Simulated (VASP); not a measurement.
Input:

```
CELL_PARAMETERS angstrom
      0.00000     3.38171     3.38171
      3.38171     0.00000     3.38171
      3.38171     3.38171     0.00000
ATOMIC_POSITIONS crystal
  In 0.00000 0.00000 0.00000
  Sb 0.25000 0.25000 0.25000
```

The numbers are results of PBE GGA, VASP's PBE PAW potentials (set 64) (plane waves; VASP 6.6.1), not measurements. Run with 520 eV cut-off, 10×10×10 Γ-centred mesh, first-order Methfessel-Paxton smearing of 0.10 eV, potentials In_d Sb.

Unless said otherwise, spin-orbit coupling is left out, though it shifts the bands of the heavy elements here.

Task: Predict the energy per atom (σ→0), pressure, band gap (on the k-mesh) with the smallest direct gap where there is one.

Result: 
The band gap (on the k-mesh) is none (metal, semimetal or under 0.01 eV) and the energy per atom (σ→0) is -3.463 eV/atom. The pressure is -1.86 GPa.

Only differences to runs with the same potentials and settings are physical.

The compound is InSb in the zinc blende structure. This cell is one point of a volume scan, at 1.06 of the reference volume.
